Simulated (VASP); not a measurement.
Crystal: Si11Ge5.

```
Si Ge
1.0
     0.00000    5.51633    5.51633
     5.51633    0.00000    5.51633
     5.51633    5.51633    0.00000
Si Ge
11 5
Direct
  0.37500 0.37500 0.37500
  0.37500 0.87500 0.37500
  0.37500 0.87500 0.87500
  0.87500 0.37500 0.37500
  0.87500 0.37500 0.87500
  0.87500 0.87500 0.87500
  0.25000 0.75000 0.25000
  0.25000 0.75000 0.75000
  0.75000 0.25000 0.25000
  0.75000 0.75000 0.25000
  0.75000 0.75000 0.75000
  0.37500 0.37500 0.87500
  0.87500 0.87500 0.37500
  0.25000 0.25000 0.25000
  0.25000 0.25000 0.75000
  0.75000 0.25000 0.75000
```

The cell was built by a generator and needn't be a form met in nature.

| Quantity | Value |
| --- | --- |
| Program | VASP 6.6.1 |
| Task | relaxation of cell and atoms |
| Functional | PBE |
| Potentials or basis | VASP PAW PBE potentials, release 64 (Si, Ge_d) |
| Cutoff | 600 eV |
| k mesh | 6 × 6 × 5 |
| Occupations | gaussian, width 0.03 eV |
| Spin | no spin polarisation |

At the start: pressure 1.5 GPa; volume 20.98 Å³/atom.

Problem. Where does the relaxation end?

Solution. Over 13 steps the energy falls by 8.7 meV/atom and the volume is 21.36 Å³/atom (+1.8 %); space group R3m (No. 160, to 0.05 Å).

The path:
| step | energy change (eV) | largest force (eV/Å) | pressure (GPa) | volume (Å³) |
| --- | --- | --- | --- | --- |
| 1 | 0.0000 | 0.5273 | 1.49 | 335.72 |
| 2 | -0.1224 | 0.1402 | -0.83 | 345.27 |
| 3 | -0.1226 | 0.1562 | -0.75 | 344.85 |
| 4 | -0.1382 | 0.0385 | 0.10 | 341.22 |
| 5 | -0.1384 | 0.0228 | 0.03 | 341.58 |
| 6 | -0.1384 | 0.0199 | -0.05 | 341.65 |
| 7 | -0.1385 | 0.0133 | 0.05 | 341.50 |
| 8 | -0.1385 | 0.0150 | -0.01 | 341.54 |
| 9 | -0.1385 | 0.0137 | 0.05 | 341.52 |
| 10 | -0.1385 | 0.0109 | 0.00 | 341.68 |
| 11 | -0.1385 | 0.0100 | 0.01 | 341.66 |
| 12 | -0.1385 | 0.0107 | 0.00 | 341.68 |
| 13 | -0.1385 | 0.0035 | -0.02 | 341.69 |

Final structure:
```
Si Ge
1.0
     0.00000    5.54835    5.54835
     5.54930   -0.00096    5.54930
     5.54835    5.54835    0.00000
Si Ge
11 5
Direct
  0.37803 0.37828 0.37185
  0.37666 0.87027 0.37641
  0.37666 0.87027 0.87666
  0.87184 0.37828 0.37185
  0.87184 0.37828 0.87803
  0.87641 0.87027 0.87666
  0.25449 0.74847 0.24852
  0.24850 0.75450 0.74850
  0.74849 0.25452 0.24849
  0.74852 0.74847 0.24852
  0.74852 0.74847 0.75449
  0.37337 0.37990 0.87337
  0.87506 0.87483 0.37506
  0.24840 0.24841 0.25480
  0.24840 0.24841 0.74840
  0.75480 0.24841 0.74840
```
